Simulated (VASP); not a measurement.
Input:

```yaml
crystal:
  lattice:
    - [2.25280, -3.87354, 0.00000]
    - [2.25280, 3.87354, 0.00000]
    - [0.00000, 0.00000, 4.61699]
  atoms:
    - { symbol: Ga, position: [0.15570, 0.84430, 0.91820] }
    - { symbol: Ga, position: [0.34430, 0.65570, 0.41820] }
    - { symbol: Ga, position: [0.65570, 0.34430, 0.58180] }
    - { symbol: Ga, position: [0.84430, 0.15570, 0.08180] }
```

Level of theory: PBE GGA, VASP's PBE PAW potentials (set 64) (plane waves; VASP 6.6.1). Run with 530 eV cut-off, 7×7×6 Γ-centred mesh, first-order Methfessel-Paxton smearing of 0.10 eV, potentials Ga_d.

Finite-difference elastic constants of metals are sensitive to mesh and smearing; shear constants can be off by tens of GPa.

Problem. Give the elastic stiffness tensor with the ions relaxed (GPa, in the frame of the cell).

Solution. 
```
      xx    yy    zz    yz    xz    xy
--  ----  ----  ----  ----  ----  ----
xx  90.8  27.0  29.7   0.0   0.0   0.0
yy  27.0  98.2  16.4   0.0   0.0   0.0
zz  29.7  16.4  95.2   0.0   0.0   0.0
yz   0.0   0.0   0.0  36.3   0.0   0.0
xz   0.0   0.0   0.0   0.0  27.9   0.0
xy   0.0   0.0   0.0   0.0   0.0  30.9
```

Problem. Estimate the Hill bulk modulus, Hill shear modulus, Young's modulus, Poisson's ratio.

Solution. 
The Hill bulk modulus is 47.8 GPa, the Hill shear modulus is 32.8 GPa and the Young's modulus is 801 kbar. The Poisson's ratio is 0.221.

The compound is Ga in the alpha structure. It was relaxed first.
